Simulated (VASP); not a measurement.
Energy against volume of Ni₃Fe (L1_2). These are PBE GGA with D3 dispersion (zero damping), VASP's PBE PAW potentials (set 64) (plane waves; VASP) values and carry that method's errors. Settings: 520 eV cut-off, 9×9×9 Γ-centred mesh, first-order Methfessel-Paxton smearing of 0.10 eV, potentials Fe Ni.

```
V (Å³/atom)  E (eV/atom)
-----------  -----------
10.124          -6.59516
10.447          -6.61545
10.771          -6.62072
11.094          -6.61394
```

Fit these four points and predict the energy of the run at 11.417 Å³/atom.

A cubic in V^(−2/3), the third-order Birch-Murnaghan form, passes through the four points with V0 = 10.74 Å³/atom and B0 = 202 GPa, and gives -6.5976 eV/atom there. The run gave -6.5975 eV/atom, +0.1 meV/atom from the fit; all five points give B0 = 202 GPa.

The compound is Ni3Fe in the L1_2 structure. It was relaxed first.
